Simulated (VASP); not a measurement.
Input:

```
CELL_PARAMETERS angstrom
      4.23315     0.00000     0.00000
      0.00000     4.23315     0.00000
      0.00000     0.00000     4.23315
ATOMIC_POSITIONS crystal
  K  0.00000 0.00000 0.00000
```

All values below come from PBEsol GGA, VASP's PBE PAW potentials (set 64) (plane waves; VASP 6.6.1). Run with 400 eV cut-off, Gaussian smearing of 0.050 eV, potentials K_sv.

Give the energies of bands 5 to 7 at the high-symmetry points, in eV from the Fermi level.

```tsv
band	Γ	X	M	R
5	-2.15	-0.07	1.08	2.27
6	2.87	0.16	2.11	2.27
7	2.87	3.49	2.21	2.27
```

It has no gap at this level: it comes out as a metal or semimetal.

The structure was generated: K was put into the simple-cubic type (Pm-3m), which need not be its known phase. It was relaxed first, which changed the volume by -5 %.
